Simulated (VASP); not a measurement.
# Mg(0001) over its thickness, part 4 of 7

How many layers does a slab of Mg(0001) need before surface energy, work function and relaxation settle?

VASP 6.6.1; PBE; plane waves and PAW (Mg).

So far. Step 8 (Relaxing the slab, layers 6): The run ended after 7 ionic steps, 0.003 eV below its first step, once the forces on the free atoms met EDIFFG = -0.01. Step 9 (The vacuum level, layers 6): The vacuum level lies 3.71 eV above the Fermi level at the upper face; both faces agree, as the slab has next to no dipole.

**10. Relaxing the slab, layers 7**

System of this step: Mg(0001). The cell holds 7 atoms: 7 Mg. Cell: a = 3.186 Å, b = 3.186 Å, c = 30.602 Å, α = 90.0°, β = 90.0°, γ = 60.0°. It derives from Mg. 7 layers of hcp Mg, cut at this functional's lattice. Vacuum lies along c.

INCAR reads:

```
SYSTEM = Mg
PREC = Normal
ENCUT = 320
EDIFF = 1E-06
NELM = 120
ISMEAR = 1
SIGMA = 0.15
LREAL = .FALSE.
ALGO = Fast
GGA = PE
NBANDS = 14
LORBIT = 11
LWAVE = .FALSE.
LCHARG = .FALSE.
KPAR = 4
IBRION = 2
NSW = 50
ISIF = 2
EDIFFG = -0.01
POTIM = 0.4
MAXMIX = 40
```

POSCAR reads:

```
Mg
1.0
    3.1860766385      0.0000000000      0.0000000000
    1.5930383192      2.7592233073      0.0000000000
    0.0000000000      0.0000000000     30.6022815750
Mg
7
Direct
    0.0000000000      0.0000000000      0.2450797700
    0.6666666700      0.6666666700      0.3300531800
    0.0000000000      0.0000000000      0.4150265900
    0.6666666700      0.6666666700      0.5000000000
    0.0000000000      0.0000000000      0.5849734100
    0.6666666700      0.6666666700      0.6699468200
    0.0000000000      0.0000000000      0.7549202300
```

KPOINTS reads:

```
Automatic mesh
0
Gamma
12 12 1
0 0 0
```

Potentials, in the order of the species: Mg (PBE family, release 64).

Command:

```bash
mpirun -np 4 vasp_std
```

Output:

```text
[banner, memory and clock lines left out]
running    4 mpi-ranks, on    1 nodes
[...]
LDA part: xc-table for (Slater+PW92), standard interpolation
 POSCAR, INCAR and KPOINTS ok, starting setup
[...]
entering main loop
       N       E                     dE             d eps       ncg     rms          rms(c)
DAV:   1     0.125390796161E+02    0.12539E+02   -0.29081E+03   532   0.457E+02
DAV:   2    -0.921417165986E+01   -0.21753E+02   -0.19965E+02   702   0.668E+01
DAV:   3    -0.101247599309E+02   -0.91059E+00   -0.88880E+00   716   0.136E+01
DAV:   4    -0.101447637977E+02   -0.20004E-01   -0.19993E-01   698   0.254E+00
[...]
RMM:  18    -0.991572551206E+01   -0.84561E-05   -0.74470E-07   393   0.305E-03    0.629E-04
RMM:  19    -0.991572652292E+01   -0.10109E-05   -0.11987E-07   325   0.173E-03    0.168E-04
RMM:  20    -0.991572691975E+01   -0.39684E-06   -0.85451E-08   302   0.145E-03
   1 F= -.99157269E+01 E0= -.99136883E+01  d E =-.991573E+01
[... from here on, the cycles between the ionic steps are left out ...]
   2 F= -.99160354E+01 E0= -.99140087E+01  d E =-.308507E-03
   3 F= -.99167710E+01 E0= -.99147830E+01  d E =-.104406E-02
   4 F= -.99173904E+01 E0= -.99154857E+01  d E =-.166348E-02
   5 F= -.99177947E+01 E0= -.99159053E+01  d E =-.404255E-03
   6 F= -.99186881E+01 E0= -.99168402E+01  d E =-.129771E-02
   7 F= -.99189882E+01 E0= -.99172281E+01  d E =-.159777E-02
   8 F= -.99191131E+01 E0= -.99173095E+01  d E =-.172272E-02
   9 F= -.99196767E+01 E0= -.99179135E+01  d E =-.563610E-03
  10 F= -.99204823E+01 E0= -.99187750E+01  d E =-.136913E-02
[...]
reached required accuracy - stopping structural energy minimisation
```

Wall time 62 s (4 MPI ranks of AMD EPYC 7571, shared host); peak memory 0.63 GiB; 4 min of CPU time.

OUTCAR, selected parts (step 10):

```text
  Total       -0.3416195     -0.3416195     -0.0503812      0.0000000     -0.0000000     -0.0000000
  in kB       -2.0344937     -2.0344937     -0.3000423      0.0000000     -0.0000000     -0.0000000
  external PRESSURE =      -1.4563433 kB  Pullay stress =       0.0000000 kB

 POSITION                                       TOTAL-FORCE (eV/Angst)
 -----------------------------------------------------------------------------------
      0.00000      0.00000      7.55848         0.000000      0.000000      0.005955
      3.18608      1.83948     10.17549        -0.000000     -0.000000     -0.007108
      1.59304      2.75922     12.73973        -0.000000     -0.000000      0.002370
      3.18608      1.83948     15.30114         0.000000      0.000000      0.000000
      1.59304      2.75922     17.86255        -0.000000     -0.000000     -0.002370
      3.18608      1.83948     20.42680         0.000000     -0.000000      0.007108
      4.77911      2.75922     23.04380         0.000000      0.000000     -0.005955
 -----------------------------------------------------------------------------------
    total drift:                                0.000055      0.000032      0.000000

  FREE ENERGIE OF THE ION-ELECTRON SYSTEM (eV)
  ---------------------------------------------------
  free  energy   TOTEN  =        -9.9204822558 eV

  energy  without entropy=       -9.9153605673  energy(sigma->0) =       -9.91877503

[... 1 part as in an earlier step ...]

[... 3 further parts left out ...]
[key lines of the parts left out:]
E-fermi :   0.1187
```

Relaxation path:

| step | energy less that of the first step (eV) | largest force (eV/Å) |
| --- | --- | --- |
| 1 | 0.0000 | 0.0638 |
| 2 | -0.0003 | 0.0573 |
| 3 | -0.0010 | 0.0381 |
| 4 | -0.0017 | 0.0350 |
| 5 | -0.0021 | 0.0275 |
| 6 | -0.0030 | 0.0259 |
| 7 | -0.0033 | 0.0403 |
| 8 | -0.0034 | 0.0264 |
| 9 | -0.0039 | 0.0214 |
| 10 | -0.0048 | 0.0071 |

The atoms that moved most (Å):

```csv
atom,dx,dy,dz,length
Mg6,0.000,0.000,-0.075,0.075
Mg2,0.000,0.000,0.075,0.075
Mg7,0.000,0.000,-0.058,0.058
Mg1,0.000,0.000,0.058,0.058
Mg3,0.000,0.000,0.039,0.039
Mg5,0.000,0.000,-0.039,0.039
```

The relaxed structure:

```
Mg
1.0
     3.18608    0.00000    0.00000
     1.59304    2.75922    0.00000
     0.00000    0.00000   30.60228
Mg
7
Direct
  0.00000 0.00000 0.24699
  0.66667 0.66667 0.33251
  0.00000 0.00000 0.41630
  0.66667 0.66667 0.50000
  0.00000 0.00000 0.58370
  0.66667 0.66667 0.66749
  0.00000 0.00000 0.75301
```

The run ended after 10 ionic steps, 0.005 eV below its first step, once the forces on the free atoms met EDIFFG = -0.01.

**11. The vacuum level, layers 7**

Edit INCAR of step 10 so:

```diff
@@ -15,7 +15,6 @@
 KPAR = 4
-IBRION = 2
-NSW = 50
-ISIF = 2
-EDIFFG = -0.01
-POTIM = 0.4
-MAXMIX = 40
+IDIPOL = 3
+LDIPOL = .TRUE.
+DIPOL = 0.5 0.5 0.5
+LVHAR = .TRUE.
+LVACPOTAV = .TRUE.
```

POSCAR reads:

```
Mg
1.0
    3.1860766385      0.0000000000      0.0000000000
    1.5930383192      2.7592233073      0.0000000000
    0.0000000000      0.0000000000     30.6022815750
Mg
7
Direct
    0.0000000000      0.0000000000      0.2469908390
    0.6666666700      0.6666666700      0.3325074043
    0.0000000000      0.0000000000      0.4162999482
    0.6666666700      0.6666666700      0.5000000000
    0.0000000000      0.0000000000      0.5837000518
    0.6666666700      0.6666666700      0.6674925957
    0.0000000000      0.0000000000      0.7530091610
```

KPOINTS is that of step 10.

Command:

```bash
mpirun -np 4 vasp_std
```

Output:

```text
[... set-up lines as in an earlier step ...]
 entering main loop
       N       E                     dE             d eps       ncg     rms          rms(c)
DAV:   1     0.127684651000E+02    0.12768E+02   -0.29103E+03   532   0.457E+02
DAV:   2    -0.922097303366E+01   -0.21989E+02   -0.20155E+02   702   0.672E+01
DAV:   3    -0.101322100753E+02   -0.91124E+00   -0.88876E+00   720   0.137E+01
DAV:   4    -0.101555603085E+02   -0.23350E-01   -0.23330E-01   680   0.272E+00
[...]
RMM:  18    -0.992047565997E+01   -0.24714E-05   -0.18748E-07   381   0.225E-03    0.300E-04
RMM:  19    -0.992048191584E+01   -0.62559E-05   -0.21054E-07   373   0.184E-03    0.158E-04
RMM:  20    -0.992048217408E+01   -0.25824E-06   -0.16798E-08   239   0.113E-03
 [... a notice as in an earlier step ...]

   1 F= -.99204822E+01 E0= -.99187756E+01  d E =-.511983E-02
```

The job ended after 20 s (4 MPI ranks; peak memory 0.59 GiB).

From OUTCAR (step 11):

```text
  Total       -0.3415738     -0.3415738     -0.0499578      0.0000000      0.0000000     -0.0000000
  in kB       -2.0342215     -2.0342215     -0.2975203      0.0000000      0.0000000     -0.0000000
  external PRESSURE =      -1.4553211 kB  Pullay stress =       0.0000000 kB

 POSITION                                       TOTAL-FORCE (eV/Angst)
 -----------------------------------------------------------------------------------
      0.00000      0.00000      7.55848         0.000000      0.000000      0.006130
      3.18608      1.83948     10.17549        -0.000000     -0.000000     -0.007077
      0.00000      0.00000     12.73973         0.000000     -0.000000      0.002217
      3.18608      1.83948     15.30114         0.000000      0.000000      0.000000
      0.00000      0.00000     17.86255        -0.000000      0.000000     -0.002217
      3.18608      1.83948     20.42680        -0.000000     -0.000000      0.007077
      0.00000      0.00000     23.04380         0.000000      0.000000     -0.006130
 -----------------------------------------------------------------------------------
    total drift:                                0.000055      0.000032      0.000000

  FREE ENERGIE OF THE ION-ELECTRON SYSTEM (eV)
  ---------------------------------------------------
  free  energy   TOTEN  =        -9.9204821741 eV

  energy  without entropy=       -9.9153623484  energy(sigma->0) =       -9.91877557

[... 2 parts as in an earlier step ...]

[... 1 further part left out ...]
[key lines of the parts left out:]
E-fermi :   0.1187
```

The planar average of the electrostatic potential oscillates, so the rows of the table below give means over windows of 2.62 Å about each position, cut where the curve ends. Its maxima inside the range that stand out by 2 % of the span (Å: eV): 8.9: 0.990, 11.5: 0.870, 14.0: 0.846, 16.6: 0.846, 19.1: 0.870, 21.7: 0.990. Its minima: 7.5: -6.46, 10.2: -6.39, 12.8: -6.41, 15.3: -6.49, 17.8: -6.41, 20.4: -6.39, 23.1: -6.46.

Zero at the Fermi level. The planar average of the electrostatic potential by height; means over each step:

```
height (Å)  planar average of the electrostatic potential (eV)
      1.31                                                3.68
      3.93                                                3.65
      6.55                                              -0.874
      9.17                                               -2.58
     11.79                                               -2.73
     14.41                                               -2.77
     17.03                                               -2.74
     19.65                                               -2.69
     22.27                                               -2.61
     24.89                                                2.10
     27.51                                                3.68
     30.13                                                3.68
```

The vacuum level lies 3.68 eV above the Fermi level at the upper face; both faces agree, as the slab has next to no dipole.

The program found no field-free point at its default tolerance, but its printed level agrees with the flat part of the planar average.

**12. Relaxing the slab, layers 8**

System of this step: Mg(0001). The cell holds 8 atoms: 8 Mg. Cell: a = 3.186 Å, b = 3.186 Å, c = 33.203 Å, α = 90.0°, β = 90.0°, γ = 60.0°. It derives from Mg. 8 layers of hcp Mg, cut at this functional's lattice. Vacuum lies along c.

INCAR reads:

```
SYSTEM = Mg
PREC = Normal
ENCUT = 320
EDIFF = 1E-06
NELM = 120
ISMEAR = 1
SIGMA = 0.15
LREAL = .FALSE.
ALGO = Fast
GGA = PE
NBANDS = 16
LORBIT = 11
LWAVE = .FALSE.
LCHARG = .FALSE.
KPAR = 4
IBRION = 2
NSW = 50
ISIF = 2
EDIFFG = -0.01
POTIM = 0.4
MAXMIX = 40
```

POSCAR reads:

```
Mg
1.0
    3.1860766385      0.0000000000      0.0000000000
    1.5930383192      2.7592233073      0.0000000000
    0.0000000000      0.0000000000     33.2026618375
Mg
8
Direct
    0.6666666700      0.6666666700      0.2258855000
    0.0000000000      0.0000000000      0.3042039300
    0.6666666700      0.6666666700      0.3825223600
    0.0000000000      0.0000000000      0.4608407900
    0.6666666700      0.6666666700      0.5391592100
    0.0000000000      0.0000000000      0.6174776400
    0.6666666700      0.6666666700      0.6957960700
    0.0000000000      0.0000000000      0.7741145000
```

KPOINTS is that of step 11.

Command:

```bash
mpirun -np 4 vasp_std
```

Output:

```text
[banner, memory and clock lines left out]
running    4 mpi-ranks, on    1 nodes
[...]
LDA part: xc-table for (Slater+PW92), standard interpolation
 POSCAR, INCAR and KPOINTS ok, starting setup
[...]
entering main loop
       N       E                     dE             d eps       ncg     rms          rms(c)
DAV:   1     0.133432556088E+02    0.13343E+02   -0.31912E+03   608   0.461E+02
DAV:   2    -0.107245086605E+02   -0.24068E+02   -0.21949E+02   824   0.684E+01
DAV:   3    -0.116361906106E+02   -0.91168E+00   -0.88374E+00   856   0.130E+01
DAV:   4    -0.116571194695E+02   -0.20929E-01   -0.20918E-01   832   0.240E+00
[...]
RMM:  13    -0.114188819251E+02   -0.63739E-05   -0.45176E-05   607   0.286E-02    0.485E-03
RMM:  14    -0.114189018563E+02   -0.19931E-04   -0.21016E-05   594   0.183E-02    0.217E-03
RMM:  15    -0.114189016002E+02    0.25616E-06   -0.56497E-06   543   0.108E-02
   1 F= -.11418902E+02 E0= -.11417358E+02  d E =-.114189E+02
[... from here on, the cycles between the ionic steps are left out ...]
   2 F= -.11419382E+02 E0= -.11417876E+02  d E =-.480083E-03
   3 F= -.11420397E+02 E0= -.11419008E+02  d E =-.149493E-02
   4 F= -.11421155E+02 E0= -.11420023E+02  d E =-.225295E-02
   5 F= -.11421758E+02 E0= -.11420668E+02  d E =-.603508E-03
   6 F= -.11423195E+02 E0= -.11422206E+02  d E =-.204062E-02
   7 F= -.11424284E+02 E0= -.11423436E+02  d E =-.312991E-02
   8 F= -.11424936E+02 E0= -.11424120E+02  d E =-.651291E-03
   9 F= -.11426392E+02 E0= -.11425630E+02  d E =-.210793E-02
  10 F= -.11426946E+02 E0= -.11426212E+02  d E =-.266160E-02
  11 F= -.11427125E+02 E0= -.11426392E+02  d E =-.284012E-02
  12 F= -.11427124E+02 E0= -.11426391E+02  d E =-.283939E-02
  13 F= -.11427215E+02 E0= -.11426466E+02  d E =-.914110E-04
[...]
trial-energy change:   -0.000091  1 .order   -0.000091   -0.000104   -0.000078
 step:  14.2233(harm= 14.2358)  dis= 0.00757  next Energy=   -11.427332 (dE=-0.208E-03)
 reached required accuracy - stopping structural energy minimisation
```

Elapsed: 1.8 min, on 4 MPI ranks; peak memory 0.69 GiB; 7.2 min of CPU time.

OUTCAR, selected parts (step 12):

```text
  Total       -0.1581167     -0.1581167     -0.0617425      0.0000000      0.0000000      0.0000000
  in kB       -0.8679053     -0.8679053     -0.3389056      0.0000000      0.0000000      0.0000000
  external PRESSURE =      -0.6915721 kB  Pullay stress =       0.0000000 kB

 POSITION                                       TOTAL-FORCE (eV/Angst)
 -----------------------------------------------------------------------------------
      3.18608      1.83948      7.59091         0.000000      0.000000      0.009477
      0.00000      0.00000     10.20916        -0.000000      0.000000     -0.002646
      3.18608      1.83948     12.76849         0.000000      0.000000     -0.009730
      0.00000      0.00000     15.32605         0.000000     -0.000000     -0.004909
      3.18608      1.83948     17.87661        -0.000000     -0.000000      0.004909
      0.00000      0.00000     20.43417        -0.000000      0.000000      0.009730
      3.18608      1.83948     22.99350         0.000000     -0.000000      0.002646
      0.00000      0.00000     25.61175        -0.000000     -0.000000     -0.009477
 -----------------------------------------------------------------------------------
    total drift:                                0.000067      0.000039     -0.000020

  FREE ENERGIE OF THE ION-ELECTRON SYSTEM (eV)
  ---------------------------------------------------
  free  energy   TOTEN  =       -11.4272152569 eV

  energy  without entropy=      -11.4249683121  energy(sigma->0) =      -11.42646628

[... 1 part as in an earlier step ...]

[... 3 further parts left out ...]
[key lines of the parts left out:]
E-fermi :   0.3406
```

The run ended after 13 ionic steps, 0.008 eV below its first step, once the forces on the free atoms met EDIFFG = -0.01.

**13. The vacuum level, layers 8**

Edit INCAR of step 12 so:

```diff
@@ -15,7 +15,6 @@
 KPAR = 4
-IBRION = 2
-NSW = 50
-ISIF = 2
-EDIFFG = -0.01
-POTIM = 0.4
-MAXMIX = 40
+IDIPOL = 3
+LDIPOL = .TRUE.
+DIPOL = 0.5 0.5 0.5
+LVHAR = .TRUE.
+LVACPOTAV = .TRUE.
```

POSCAR reads:

```
Mg
1.0
    3.1860766385      0.0000000000      0.0000000000
    1.5930383192      2.7592233073      0.0000000000
    0.0000000000      0.0000000000     33.2026618375
Mg
8
Direct
    0.6666666700      0.6666666700      0.2286236132
    0.0000000000      0.0000000000      0.3074802263
    0.6666666700      0.6666666700      0.3845622599
    0.0000000000      0.0000000000      0.4615910458
    0.6666666700      0.6666666700      0.5384089542
    0.0000000000      0.0000000000      0.6154377401
    0.6666666700      0.6666666700      0.6925197737
    0.0000000000      0.0000000000      0.7713763868
```

KPOINTS is that of step 12.

Command:

```bash
mpirun -np 4 vasp_std
```

Output:

```text
[... set-up lines as in an earlier step ...]
 entering main loop
       N       E                     dE             d eps       ncg     rms          rms(c)
DAV:   1     0.136255756823E+02    0.13626E+02   -0.31948E+03   608   0.461E+02
DAV:   2    -0.107271450777E+02   -0.24353E+02   -0.22167E+02   824   0.688E+01
DAV:   3    -0.116495087753E+02   -0.92236E+00   -0.89472E+00   856   0.131E+01
DAV:   4    -0.116705432441E+02   -0.21034E-01   -0.21025E-01   824   0.243E+00
[...]
RMM:  17    -0.114271970578E+02   -0.36598E-05   -0.53512E-07   502   0.377E-03    0.558E-04
RMM:  18    -0.114272125996E+02   -0.15542E-04   -0.76236E-07   530   0.287E-03    0.357E-04
RMM:  19    -0.114272129944E+02   -0.39481E-06   -0.57235E-08   343   0.157E-03
 [... a notice as in an earlier step ...]

   1 F= -.11427213E+02 E0= -.11426466E+02  d E =-.224132E-02
```

Elapsed: 28 s, on 4 MPI ranks; peak memory 0.63 GiB.

From OUTCAR (step 13):

```text
  Total       -0.1581820     -0.1581820     -0.0610962      0.0000000      0.0000000      0.0000000
  in kB       -0.8682640     -0.8682640     -0.3353581      0.0000000      0.0000000      0.0000000
  external PRESSURE =      -0.6906287 kB  Pullay stress =       0.0000000 kB

 POSITION                                       TOTAL-FORCE (eV/Angst)
 -----------------------------------------------------------------------------------
      3.18608      1.83948      7.59091         0.000000     -0.000000      0.009688
      0.00000      0.00000     10.20916        -0.000000     -0.000000     -0.002593
      3.18608      1.83948     12.76849         0.000000     -0.000000     -0.009993
      0.00000      0.00000     15.32605         0.000000     -0.000000     -0.004661
      3.18608      1.83948     17.87661        -0.000000     -0.000000      0.004661
      0.00000      0.00000     20.43417        -0.000000      0.000000      0.009993
      3.18608      1.83948     22.99350         0.000000     -0.000000      0.002593
      0.00000      0.00000     25.61175        -0.000000      0.000000     -0.009688
 -----------------------------------------------------------------------------------
    total drift:                                0.000067      0.000039     -0.000020

  FREE ENERGIE OF THE ION-ELECTRON SYSTEM (eV)
  ---------------------------------------------------
  free  energy   TOTEN  =       -11.4272129944 eV

  energy  without entropy=      -11.4249716739  energy(sigma->0) =      -11.42646589

[... 2 parts as in an earlier step ...]

[... 1 further part left out ...]
[key lines of the parts left out:]
E-fermi :   0.3405
```

The vacuum level lies 3.65 eV above the Fermi level at the upper face; both faces agree, as the slab has next to no dipole.

The program found no field-free point at its default tolerance, but its printed level agrees with the flat part of the planar average.

(Continued in part 5 of 7.)

[Lines on the potential files, build, host, timing and source positions are cut from VASP's logs without a mark.]

[Logs are printed without paths, hosts, clocks, repeated set-up lines and the standing remarks that a program may print on its own settings, such as how far it seeks lower states.]

[Hosts, paths, dates, database ids (printed as entryN), source tags and the programs' standing remarks are cut or masked in the printed files.]

[Runs that stopped without an error message from VASP are left out.]
